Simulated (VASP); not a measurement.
VASP input:

**POSCAR**
```
Na2S
1
    0.0000000000     3.3321300000     3.3321300000
    3.3321300000     0.0000000000     3.3321300000
    3.3321300000     3.3321300000     0.0000000000
Na S
2 1
Direct
  0.2500000000   0.2500000000   0.2500000000
  0.7500000000   0.7500000000   0.7500000000
  0.0000000000   0.0000000000   0.0000000000
```

**KPOINTS**
```
Automatic mesh
0
Gamma
6 6 6
0 0 0
```

### INCAR
```
# general
SYSTEM  =  Na2S
PREC    =  Accurate
ENCUT   =  300
LREAL   =  .FALSE.
LASPH   =  .TRUE.

# electronic loop
EDIFF   =  1E-6
NELM    =  100
ALGO    =  Normal

# smearing
ISMEAR  =  -1
SIGMA   =  0.02

# functional
GGA     =  PE

# ions
ISIF    =  2

# output
LWAVE   =  .FALSE.
LCHARG  =  .FALSE.
```

POTCAR, in this order: Na_pv S (PBE.64 set). Program: vasp_std.

Task: Translate this PBE calculation to Quantum ESPRESSO's pw.x.

Result: One equivalent input (not run):
```
&CONTROL
  calculation = 'scf'
  pseudo_dir = './pseudo'
  outdir = './out'
  tprnfor = .true.
  tstress = .true.
/
&SYSTEM
  ibrav = 0
  nat = 3
  ntyp = 2
  ecutwfc = 88
  occupations = 'smearing'
  smearing = 'fermi-dirac'
  degauss = 0.00147
  input_dft = 'pbe'
/
&ELECTRONS
  conv_thr = 7.3e-08
  electron_maxstep = 100
/
ATOMIC_SPECIES
  Na 22.990 Na.upf
  S 32.060 S.upf
CELL_PARAMETERS angstrom
     0.0000000    3.3321300    3.3321300
     3.3321300    0.0000000    3.3321300
     3.3321300    3.3321300    0.0000000
ATOMIC_POSITIONS crystal
  Na   0.2500000  0.2500000  0.2500000
  Na   0.7500000  0.7500000  0.7500000
  S    0.0000000  0.0000000  0.0000000
K_POINTS automatic
  6 6 6 0 0 0
```
The two are equivalent in intent, not identical: the potentials are each code's own (VASP's PAW set, PseudoDojo norm-conserving files in pw.x), so ENCUT and ecutwfc are chosen apart and not converted; conv_thr bounds pw.x's estimated SCF error, while EDIFF bounds the energy change between steps.

The structure is a typed Na2S crystal (Fm-3m). The cell was not relaxed at this level.
